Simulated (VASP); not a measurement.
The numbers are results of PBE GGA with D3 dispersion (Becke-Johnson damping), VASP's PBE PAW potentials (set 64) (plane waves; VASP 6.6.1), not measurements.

A VASP calculation is set up with these files.

**KPOINTS**
```
Automatic mesh
0
gamma
  11 11 6
```

**INCAR**
```
SYSTEM = Tb
PREC = Accurate
ENCUT = 520
EDIFF = 1E-6
NELM = 100
ALGO = Normal
LREAL = .FALSE.
LASPH = .TRUE.
ISMEAR = 1
SIGMA = 0.1
GGA = PE
IVDW = 12
LMAXMIX = 6
LWAVE = .FALSE.
LCHARG = .FALSE.
IBRION = 2
ISIF = 3
NSW = 60
EDIFFG = -0.01
```

File POSCAR:
```
Tb
1
    1.7886048818    -3.0979540851     0.0000000000
    1.7886048818     3.0979540851     0.0000000000
    0.0000000000     0.0000000000     5.5888407202
Tb
2
Direct
  0.3333330000   0.6666670000   0.2500000000
  0.6666670000   0.3333330000   0.7500000000
```

POTCAR, in this order: Tb_3 (PBE.64 set). Program: vasp_std.

The 4f electrons are frozen in the core of the lanthanide potential, so 4f levels, which can set the real gap, and their magnetism are missing.

Task: What does the run give for the energy per atom (σ→0), dispersion energy, band gap (on the k-mesh)?

Result: 
```
Property                                                     Value
------------------------  ----------------------------------------
energy per atom (σ→0)                               -4.918 eV/atom
dispersion energy                                        -0.733 eV
band gap (on the k-mesh)  none (metal, semimetal or under 0.01 eV)
```

OSZICAR:
```
...
DAV:   6    -0.909310328172E+01   -0.32651E-02   -0.20904E-02  1969   0.124E+00    0.145E+01
DAV:   7    -0.910263491301E+01   -0.95316E-02   -0.38677E-02  1915   0.169E+00    0.226E-01
DAV:   8    -0.910233378022E+01    0.30113E-03   -0.21269E-03  1909   0.378E-01    0.626E-02
DAV:   9    -0.910233810942E+01   -0.43292E-05   -0.21402E-04  2044   0.116E-01    0.322E-02
DAV:  10    -0.910233174851E+01    0.63609E-05   -0.31441E-05  1894   0.420E-02    0.380E-02
DAV:  11    -0.910233275800E+01   -0.10095E-05   -0.41986E-06  1884   0.157E-02    0.109E-03
DAV:  12    -0.910233301551E+01   -0.25751E-06   -0.30348E-07  1022   0.495E-03
   1 F= -.98351655E+01 E0= -.98352102E+01  d E =-.983517E+01
```

The compound is Tb in the hcp structure. It was relaxed first. The start is the result of an earlier pass.
